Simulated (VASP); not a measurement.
These are SCAN meta-GGA, VASP's PBE PAW potentials (set 64) (plane waves; VASP 6.6.1) values and carry that method's errors.

A VASP calculation is set up with these files.

**INCAR**
```
EDIFFG = -0.01   # ionic stop
SYSTEM = Si
METAGGA = SCAN
ENCUT = 520   # plane-wave cut-off (eV)
PREC = Accurate
IBRION = 2
LMIXTAU = .TRUE.
LASPH = .TRUE.
ISIF = 3   # ions, shape and volume
LWAVE = .FALSE.
ISMEAR = 0
SIGMA = 0.05
ALGO = Normal   # blocked Davidson
NELM = 100
LREAL = .FALSE.
LCHARG = .FALSE.
EDIFF = 1E-6
NSW = 60   # most ionic steps
```

File POSCAR:
```
Si
1
    0.0000000000     2.7155000000     2.7155000000
    2.7155000000     0.0000000000     2.7155000000
    2.7155000000     2.7155000000     0.0000000000
Si
2
Direct
  0.0000000000   0.0000000000   0.0000000000
  0.2500000000   0.2500000000   0.2500000000
```

**KPOINTS**
```
kpoints
0
Gamma
8 8 8
```

POTCAR, in this order: Si (PBE.64 set). Program: vasp_std.

The run wrote:

**OSZICAR**
```
       N       E                     dE             d eps       ncg     rms          rms(c)
DAV:   1    -0.329631716919E+01   -0.32963E+01   -0.32720E+03   464   0.782E+02
DAV:   2    -0.209513226411E+02   -0.17655E+02   -0.16492E+02   728   0.836E+01
DAV:   3    -0.212144310763E+02   -0.26311E+00   -0.26311E+00   584   0.123E+01
DAV:   4    -0.212156755873E+02   -0.12445E-02   -0.12445E-02   728   0.890E-01
DAV:   5    -0.212156814316E+02   -0.58443E-05   -0.58443E-05   600   0.338E-02    0.611E+00
DAV:   6    -0.199876797633E+02    0.12280E+01   -0.20084E-01   496   0.520E+00    0.402E+00
DAV:   7    -0.207112717379E+02   -0.72359E+00   -0.45080E-01   496   0.577E+00    0.479E-01
DAV:   8    -0.200107495991E+02    0.70052E+00   -0.19552E-01   464   0.541E+00    0.300E-01
DAV:   9    -0.199928205238E+02    0.17929E-01   -0.77283E-02   544   0.365E+00    0.187E-01
DAV:  10    -0.200109410432E+02   -0.18121E-01   -0.83283E-03   480   0.103E+00    0.143E-01
DAV:  11    -0.200156031592E+02   -0.46621E-02   -0.65715E-03   528   0.133E+00    0.793E-02
DAV:  12    -0.200121507710E+02    0.34524E-02   -0.13783E-02   480   0.154E+00    0.153E-02
DAV:  13    -0.200123391027E+02   -0.18833E-03   -0.53090E-04   568   0.383E-01    0.910E-03
DAV:  14    -0.200123251851E+02    0.13918E-04   -0.39488E-05   664   0.927E-02    0.881E-03
DAV:  15    -0.200123504627E+02   -0.25278E-04   -0.27303E-05   504   0.808E-02    0.269E-03
DAV:  16    -0.200123512309E+02   -0.76822E-06   -0.38162E-05   480   0.118E-01    0.536E-03
DAV:  17    -0.200123251117E+02    0.26119E-04   -0.28383E-05   528   0.864E-02    0.269E-03
DAV:  18    -0.200123248128E+02    0.29889E-06   -0.21815E-06   688   0.198E-02
   1 F= -.20012325E+02 E0= -.20012325E+02  d E =-.200123E+02
       N       E                     dE             d eps       ncg     rms          rms(c)
DAV:   1    -0.200124113068E+02   -0.86195E-04   -0.25899E-03   584   0.373E-01    0.493E-02
DAV:   2    -0.200123651431E+02    0.46164E-04   -0.32034E-04   464   0.282E-01    0.334E-02
DAV:   3    -0.200124829193E+02   -0.11778E-03   -0.51138E-04   504   0.297E-01    0.169E-02
DAV:   4    -0.200123398140E+02    0.14311E-03   -0.16657E-04   464   0.176E-01    0.104E-02
DAV:   5    -0.200123509956E+02   -0.11182E-04   -0.57728E-06   544   0.290E-02    0.103E-02
DAV:   6    -0.200123351412E+02    0.15854E-04   -0.40720E-05   496   0.846E-02    0.285E-03
DAV:   7    -0.200123324832E+02    0.26581E-05   -0.36113E-06   480   0.326E-02    0.928E-04
DAV:   8    -0.200123326882E+02   -0.20504E-06   -0.22029E-07   240   0.695E-03
   2 F= -.20012333E+02 E0= -.20012333E+02  d E =-.787542E-05
       N       E                     dE             d eps       ncg     rms          rms(c)
DAV:   1    -0.200123738622E+02   -0.41379E-04   -0.61659E-04   584   0.182E-01    0.247E-02
DAV:   2    -0.200123677580E+02    0.61042E-05   -0.73325E-05   464   0.138E-01    0.167E-02
DAV:   3    -0.200123970838E+02   -0.29326E-04   -0.11002E-04   504   0.141E-01    0.802E-03
DAV:   4    -0.200123660520E+02    0.31032E-04   -0.34538E-05   464   0.814E-02    0.494E-03
DAV:   5    -0.200123692907E+02   -0.32387E-05   -0.15283E-06   496   0.144E-02    0.496E-03
DAV:   6    -0.200123647536E+02    0.45371E-05   -0.89963E-06   488   0.403E-02    0.154E-03
DAV:   7    -0.200123654008E+02   -0.64721E-06   -0.53775E-07   312   0.125E-02
   3 F= -.20012365E+02 E0= -.20012365E+02  d E =-.405880E-04
```

**OUTCAR**
```
------------------------ aborting loop because EDIFF is reached ----------------------------------------
  FORCE on cell =-STRESS in cart. coord.  units (eV):
  Direction    XX          YY          ZZ          XY          YZ          ZX
  --------------------------------------------------------------------------------------
  Total       -0.0047962     -0.0047962     -0.0047962     -0.0000000      0.0000000      0.0000000
  in kB       -0.1922166     -0.1922166     -0.1922166     -0.0000000      0.0000000      0.0000000
  external PRESSURE =      -0.1922166 kB  Pullay stress =       0.0000000 kB
  volume of cell :       39.98
      direct lattice vectors                 reciprocal lattice vectors
     0.000000000  2.713917416  2.713917416    -0.184235525  0.184235525  0.184235525
     2.713917416 -0.000000000  2.713917416     0.184235525 -0.184235525  0.184235525
     2.713917416  2.713917416  0.000000000     0.184235525  0.184235525 -0.184235525
 POSITION                                       TOTAL-FORCE (eV/Angst)
 -----------------------------------------------------------------------------------
      0.00000      0.00000      0.00000        -0.000000      0.000000     -0.000000
      1.35696      1.35696      1.35696         0.000000     -0.000000      0.000000
 -----------------------------------------------------------------------------------
    total drift:                               -0.000000     -0.000000     -0.000000
  FREE ENERGIE OF THE ION-ELECTRON SYSTEM (eV)
  ---------------------------------------------------
  free  energy   TOTEN  =       -20.0123654008 eV

  energy  without entropy=      -20.0123654008  energy(sigma->0) =      -20.01236540

 reached required accuracy - stopping structural energy minimisation
```
(Selected blocks of OUTCAR.)

### CONTCAR
```
Si
   1.00000000000000
     0.0000000000000000    2.7139174156501311    2.7139174156501311
     2.7139174156501311   -0.0000000000000000    2.7139174156501311
     2.7139174156501311    2.7139174156501311    0.0000000000000000
  Si
     2
Direct
     0.0000000000000000    0.0000000000000000    0.0000000000000000
     0.2500000000000000    0.2500000000000000    0.2500000000000000
```

**OUTCAR**
```
 val. band max:        5.6841836546   @ k =   0.0000   0.0000   0.0000

 cond. band min:       6.5535726064   @ k =   0.3750   0.3750   0.0000


 Fermi energy:         5.8905753125

 k-point     1 :       0.0000    0.0000    0.0000
  band No.  band energies     occupation
      1      -6.7259      2.00000
      2       5.6842      2.00000
      3       5.6842      2.00000
      4       5.6842      2.00000
      5       8.5505      0.00000
      6       8.5505      0.00000
      7       8.5505      0.00000
      8       9.7511      0.00000

 k-point     2 :       0.1250    0.0000    0.0000
  band No.  band energies     occupation
      1      -6.5121      2.00000
      2       4.0875      2.00000
      3       5.3931      2.00000
      4       5.3931      2.00000
      5       8.5638      0.00000
      6       8.9875      0.00000
      7       8.9875      0.00000
      8      11.0184      0.00000

 k-point     3 :       0.2500    0.0000    0.0000
  band No.  band energies     occupation
      1      -5.8887      2.00000
      2       1.6780      2.00000
      3       4.9083      2.00000
      4       4.9083      2.00000
      5       8.1137      0.00000
      6       9.5314      0.00000
      7       9.5314      0.00000
      8      13.2512      0.00000

 k-point     4 :       0.3750    0.0000    0.0000
  band No.  band energies     occupation
      1      -4.9535      2.00000
      2      -0.4292      2.00000
      3       4.5668      2.00000
      4       4.5668      2.00000
      5       7.7491      0.00000
      6       9.4766      0.00000
      7       9.4766      0.00000
      8      14.1352      0.00000

 k-point     5 :       0.5000    0.0000    0.0000
  band No.  band energies     occupation
      1      -4.2866      2.00000
      2      -1.4972      2.00000
      3       4.4494      2.00000
      4       4.4494      2.00000
      5       7.6198      0.00000
      6       9.3607      0.00000
      7       9.3607      0.00000
...
```

The compound is Si in the diamond structure. This run relaxes it. Symmetry was kept, so distortions that lower it aren't found.
